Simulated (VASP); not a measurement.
OSZICAR of a VASP run on CdSe (wurtzite):

OSZICAR:
```
       N       E                     dE             d eps       ncg     rms          rms(c)
DAV:   1     0.211128404282E+03    0.21113E+03   -0.14987E+04   440   0.119E+03
DAV:   2    -0.727214056948E+00   -0.21186E+03   -0.20733E+03   494   0.319E+02
DAV:   3    -0.116629567770E+02   -0.10936E+02   -0.10907E+02   530   0.741E+01
DAV:   4    -0.117520684068E+02   -0.89112E-01   -0.89088E-01   488   0.640E+00
DAV:   5    -0.117528793959E+02   -0.81099E-03   -0.81097E-03   530   0.562E-01    0.821E+00
DAV:   6    -0.110078829275E+02    0.74500E+00   -0.16929E+00   524   0.124E+01    0.647E+00
DAV:   7    -0.109755189633E+02    0.32364E-01   -0.57222E-01   476   0.413E+00    0.261E+00
DAV:   8    -0.109744208452E+02    0.10981E-02   -0.60482E-02   476   0.268E+00    0.359E-01
DAV:   9    -0.109742729399E+02    0.14791E-03   -0.94446E-03   494   0.120E+00    0.116E-01
DAV:  10    -0.109744282911E+02   -0.15535E-03   -0.10120E-03   500   0.375E-01    0.787E-02
DAV:  11    -0.109745546221E+02   -0.12633E-03   -0.31558E-04   476   0.120E-01    0.233E-02
DAV:  12    -0.109745250281E+02    0.29594E-04   -0.13722E-04   530   0.118E-01    0.754E-03
DAV:  13    -0.109745286775E+02   -0.36494E-05   -0.18793E-05   470   0.262E-02    0.838E-03
DAV:  14    -0.109745283393E+02    0.33821E-06   -0.10778E-06   376   0.611E-03
   1 F= -.10974528E+02 E0= -.10974528E+02  d E =-.856579E-14
```

### Question
Which electronic solver shows in the log?

### Answer
It is blocked Davidson (ALGO = Normal, or the opening steps of other solvers). The INCAR had ALGO = Normal.

### Question
Can the final energy be trusted as converged?

### Answer
Self-consistency was reached. It stopped with EDIFF = 1E-6, NELM = 100 (PBE GGA, plane waves, VASP's PBE PAW potentials (set 64)).

The compound is CdSe in the wurtzite structure. The cell was not relaxed at this level. The run is one of a series of settings (ADDGRID = .TRUE. against the base run), some of them coarse on purpose.
